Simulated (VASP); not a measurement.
These are LDA (Ceperley-Alder, Perdew-Zunger), VASP's LDA PAW potentials (set 64) (plane waves; VASP) values and carry that method's errors.

A VASP calculation is set up with these files.

### INCAR
```
SYSTEM = SnSe2
PREC = Accurate
ENCUT = 400
EDIFF = 1E-6
NELM = 100
ALGO = Normal
LREAL = .FALSE.
LASPH = .TRUE.
ISMEAR = 0
SIGMA = 0.05
LMAXMIX = 4
LWAVE = .FALSE.
LCHARG = .FALSE.
IBRION = 2
ISIF = 3
NSW = 60
EDIFFG = -0.02
```

POSCAR:
```
SnSe2
1
    1.9055596904    -3.3005264122     0.0000000000
    1.9055596904     3.3005264122    -0.0000000000
   -0.0000000000    -0.0000000000     5.9602908828
Sn Se
1 2
Direct
  0.0000000000   0.0000000000   0.0000000000
  0.3333330000   0.6666670000   0.2627951150
  0.6666670000   0.3333330000   0.7372048850
```

### KPOINTS
```
Automatic mesh
0
Gamma
6 6 4
0 0 0
```

POTCAR, in this order: Sn_d Se (LDA.64 set). Program: vasp_std.

What VASP printed:

### OSZICAR
```
...
DAV:   2     0.465097898945E+01   -0.17126E+03   -0.16742E+03   913   0.347E+02
DAV:   3    -0.134851616805E+02   -0.18136E+02   -0.17771E+02   997   0.111E+02
DAV:   4    -0.140613326542E+02   -0.57617E+00   -0.57563E+00  1002   0.213E+01
DAV:   5    -0.140743743022E+02   -0.13042E-01   -0.13039E-01  1203   0.317E+00    0.526E+00
DAV:   6    -0.138140388108E+02    0.26034E+00   -0.59954E-01  1218   0.850E+00    0.337E+00
DAV:   7    -0.137819235199E+02    0.32115E-01   -0.14444E-01   979   0.258E+00    0.951E-01
DAV:   8    -0.137787397413E+02    0.31838E-02   -0.10001E-02   988   0.106E+00    0.259E-01
DAV:   9    -0.137785002131E+02    0.23953E-03   -0.10166E-03   917   0.244E-01    0.743E-02
DAV:  10    -0.137784983022E+02    0.19109E-05   -0.91014E-05  1046   0.703E-02    0.265E-02
DAV:  11    -0.137785003476E+02   -0.20454E-05   -0.12574E-05   975   0.219E-02    0.466E-03
DAV:  12    -0.137785001245E+02    0.22310E-06   -0.80061E-07   617   0.659E-03
   1 F= -.13778500E+02 E0= -.13778500E+02  d E =-.137785E+02
       N       E                     dE             d eps       ncg     rms          rms(c)
DAV:   1    -0.137804673694E+02   -0.19670E-02   -0.60550E-02   893   0.244E+00    0.186E-01
DAV:   2    -0.137797066310E+02    0.76074E-03   -0.36148E-03  1062   0.655E-01    0.961E-02
DAV:   3    -0.137794439036E+02    0.26273E-03   -0.66278E-04  1018   0.375E-01    0.312E-02
DAV:   4    -0.137794271929E+02    0.16711E-04   -0.50240E-05  1198   0.776E-02    0.130E-02
DAV:   5    -0.137794246931E+02    0.24998E-05   -0.42404E-06   966   0.300E-02    0.323E-03
DAV:   6    -0.137794247711E+02   -0.78026E-07   -0.12591E-06   482   0.119E-02
   2 F= -.13779425E+02 E0= -.13779425E+02  d E =-.924647E-03
       N       E                     dE             d eps       ncg     rms          rms(c)
DAV:   1    -0.137801861378E+02   -0.76144E-03   -0.29258E-02   890   0.169E+00    0.129E-01
DAV:   2    -0.137798178937E+02    0.36824E-03   -0.17443E-03  1070   0.457E-01    0.668E-02
DAV:   3    -0.137796907815E+02    0.12711E-03   -0.32069E-04  1014   0.262E-01    0.217E-02
DAV:   4    -0.137796826984E+02    0.80831E-05   -0.24945E-05  1219   0.543E-02    0.905E-03
DAV:   5    -0.137796814224E+02    0.12760E-05   -0.14776E-06   567   0.209E-02    0.215E-03
DAV:   6    -0.137796815076E+02   -0.85188E-07   -0.11328E-06   464   0.133E-02
   3 F= -.13779682E+02 E0= -.13779682E+02  d E =-.118138E-02
       N       E                     dE             d eps       ncg     rms          rms(c)
DAV:   1    -0.137797668724E+02   -0.85450E-04   -0.39177E-03   884   0.619E-01    0.474E-02
DAV:   2    -0.137797173381E+02    0.49534E-04   -0.23377E-04  1069   0.169E-01    0.244E-02
DAV:   3    -0.137797003064E+02    0.17032E-04   -0.43430E-05  1011   0.969E-02    0.793E-03
DAV:   4    -0.137796992171E+02    0.10893E-05   -0.31967E-06   769   0.198E-02    0.329E-03
DAV:   5    -0.137796990651E+02    0.15198E-06   -0.46526E-07   428   0.915E-03
   4 F= -.13779699E+02 E0= -.13779699E+02  d E =-.119894E-02
       N       E                     dE             d eps       ncg     rms          rms(c)
DAV:   1    -0.137836803084E+02   -0.39811E-02   -0.11066E-01  1024   0.475E+00    0.324E-01
DAV:   2    -0.137808874136E+02    0.27929E-02   -0.69922E-03  1037   0.135E+00    0.158E-01
DAV:   3    -0.137800432504E+02    0.84416E-03   -0.25078E-03  1027   0.780E-01    0.320E-02
DAV:   4    -0.137800284993E+02    0.14751E-04   -0.13583E-04   909   0.115E-01    0.188E-02
DAV:   5    -0.137800184498E+02    0.10050E-04   -0.10872E-05  1190   0.376E-02    0.524E-03
DAV:   6    -0.137800180439E+02    0.40584E-06   -0.13058E-06   480   0.133E-02
   5 F= -.13780018E+02 E0= -.13780018E+02  d E =-.318979E-03
       N       E                     dE             d eps       ncg     rms          rms(c)
DAV:   1    -0.137809501259E+02   -0.93168E-03   -0.27762E-02  1024   0.239E+00    0.162E-01
DAV:   2    -0.137802506748E+02    0.69945E-03   -0.17518E-03  1035   0.678E-01    0.789E-02
DAV:   3    -0.137800387615E+02    0.21191E-03   -0.62960E-04  1025   0.391E-01    0.160E-02
DAV:   4    -0.137800351121E+02    0.36494E-05   -0.34564E-05   909   0.581E-02    0.937E-03
DAV:   5    -0.137800325720E+02    0.25401E-05   -0.26128E-06   822   0.189E-02    0.262E-03
DAV:   6    -0.137800324774E+02    0.94583E-07   -0.41713E-07   448   0.764E-03
   6 F= -.13780032E+02 E0= -.13780032E+02  d E =-.333412E-03
       N       E                     dE             d eps       ncg     rms          rms(c)
DAV:   1    -0.137803921560E+02   -0.35958E-03   -0.14571E-02   840   0.105E+00    0.818E-02
DAV:   2    -0.137802706594E+02    0.12150E-03   -0.84109E-04   949   0.336E-01    0.446E-02
DAV:   3    -0.137802120187E+02    0.58641E-04   -0.11941E-04   975   0.162E-01    0.171E-02
DAV:   4    -0.137802065345E+02    0.54842E-05   -0.17512E-05  1183   0.473E-02    0.562E-03
DAV:   5    -0.137802061166E+02    0.41788E-06   -0.14464E-06   483   0.122E-02
   7 F= -.13780206E+02 E0= -.13780206E+02  d E =-.173639E-03
       N       E                     dE             d eps       ncg     rms          rms(c)
DAV:   1    -0.137823175301E+02   -0.21110E-02   -0.13145E-01   840   0.316E+00    0.246E-01
DAV:   2    -0.137812154428E+02    0.11021E-02   -0.75943E-03   941   0.984E-01    0.134E-01
DAV:   3    -0.137806841542E+02    0.53129E-03   -0.10684E-03   998   0.481E-01    0.511E-02
DAV:   4    -0.137806349935E+02    0.49161E-04   -0.15375E-04  1203   0.142E-01    0.170E-02
DAV:   5    -0.137806316816E+02    0.33119E-05   -0.15925E-05  1205   0.363E-02    0.724E-03
DAV:   6    -0.137806311516E+02    0.52998E-06   -0.15947E-06   495   0.134E-02
   8 F= -.13780631E+02 E0= -.13780631E+02  d E =-.598674E-03
       N       E                     dE             d eps       ncg     rms          rms(c)
DAV:   1    -0.137878102876E+02   -0.71786E-02   -0.52693E-01   840   0.631E+00    0.494E-01
DAV:   2    -0.137833648218E+02    0.44455E-02   -0.30541E-02   933   0.188E+00    0.269E-01
DAV:   3    -0.137812254253E+02    0.21394E-02   -0.42551E-03  1005   0.938E-01    0.102E-01
DAV:   4    -0.137810318658E+02    0.19356E-03   -0.59678E-04  1211   0.281E-01    0.344E-02
DAV:   5    -0.137810187807E+02    0.13085E-04   -0.58079E-05  1182   0.711E-02    0.152E-02
DAV:   6    -0.137810164651E+02    0.23156E-05   -0.75935E-06   992   0.284E-02    0.300E-03
DAV:   7    -0.137810164878E+02   -0.22755E-07   -0.80275E-07   452   0.855E-03
   9 F= -.13781016E+02 E0= -.13781016E+02  d E =-.984010E-03
       N       E                     dE             d eps       ncg     rms          rms(c)
DAV:   1    -0.137813701275E+02   -0.35366E-03   -0.26750E-02   849   0.143E+00    0.111E-01
DAV:   2    -0.137811452671E+02    0.22486E-03   -0.15441E-03   933   0.455E-01    0.611E-02
DAV:   3    -0.137810366243E+02    0.10864E-03   -0.21967E-04   989   0.221E-01    0.230E-02
DAV:   4    -0.137810266762E+02    0.99482E-05   -0.31508E-05  1188   0.640E-02    0.760E-03
DAV:   5    -0.137810259610E+02    0.71521E-06   -0.31733E-06   702   0.165E-02
  10 F= -.13781026E+02 E0= -.13781026E+02  d E =-.993484E-03
       N       E                     dE             d eps       ncg     rms          rms(c)
DAV:   1    -0.137836450125E+02   -0.26183E-02   -0.59803E-02  1049   0.395E+00    0.279E-01
DAV:   2    -0.137816777554E+02    0.19673E-02   -0.35632E-03  1038   0.105E+00    0.125E-01
DAV:   3    -0.137811355862E+02    0.54217E-03   -0.16894E-03  1033   0.650E-01    0.248E-02
DAV:   4    -0.137811242534E+02    0.11333E-04   -0.65930E-05   871   0.892E-02    0.134E-02
DAV:   5    -0.137811176901E+02    0.65633E-05   -0.54772E-06  1151   0.220E-02    0.408E-03
DAV:   6    -0.137811172983E+02    0.39176E-06   -0.44514E-07   460   0.838E-03
  11 F= -.13781117E+02 E0= -.13781117E+02  d E =-.913374E-04
```

File OUTCAR:
```
------------------------ aborting loop because EDIFF is reached ----------------------------------------
  FORCE on cell =-STRESS in cart. coord.  units (eV):
  Direction    XX          YY          ZZ          XY          YZ          ZX
  --------------------------------------------------------------------------------------
  Total       -0.0314013     -0.0314013     -0.0591316      0.0000000      0.0000000      0.0000000
  in kB       -0.6811032     -0.6811033     -1.2825825      0.0000000      0.0000000      0.0000000
  external PRESSURE =      -0.8815963 kB  Pullay stress =       0.0000000 kB
  volume of cell :       73.87
      direct lattice vectors                 reciprocal lattice vectors
     1.903737254 -3.297369859  0.000000000     0.262641286 -0.151636007  0.000000000
     1.903737254  3.297369859  0.000000000     0.262641286  0.151636007  0.000000000
    -0.000000000  0.000000000  5.883558536    -0.000000000  0.000000000  0.169965165
 POSITION                                       TOTAL-FORCE (eV/Angst)
 -----------------------------------------------------------------------------------
      0.00000      0.00000      0.00000        -0.000000     -0.000000      0.000000
      1.90374      1.09913      1.57753         0.000000     -0.000000     -0.018141
      1.90374     -1.09913      4.30602        -0.000000      0.000000      0.018141
 -----------------------------------------------------------------------------------
    total drift:                               -0.000000      0.000000      0.000000
  FREE ENERGIE OF THE ION-ELECTRON SYSTEM (eV)
  ---------------------------------------------------
  free  energy   TOTEN  =       -13.7811172983 eV

  energy  without entropy=      -13.7811172983  energy(sigma->0) =      -13.78111730

 reached required accuracy - stopping structural energy minimisation
```
(Selected blocks of OUTCAR.)

**CONTCAR**
```
SnSe2
   1.00000000000000
     1.9037372537202497   -3.2973698586461202    0.0000000000000000
     1.9037372537202497    3.2973698586461202    0.0000000000000000
    -0.0000000000000001    0.0000000000000001    5.8835585362461886
  Sn              Se
     1     2
Direct
     0.0000000000000000    0.0000000000000000    0.0000000000000000
     0.3333330000000032    0.6666669999999968    0.2681258303205176
     0.6666669999999968    0.3333330000000032    0.7318741696794826
```

The compound is SnSe2 in the 1T layered structure. This run relaxes it. Symmetry was kept, so distortions that lower it aren't found. The start is the result of an earlier pass.
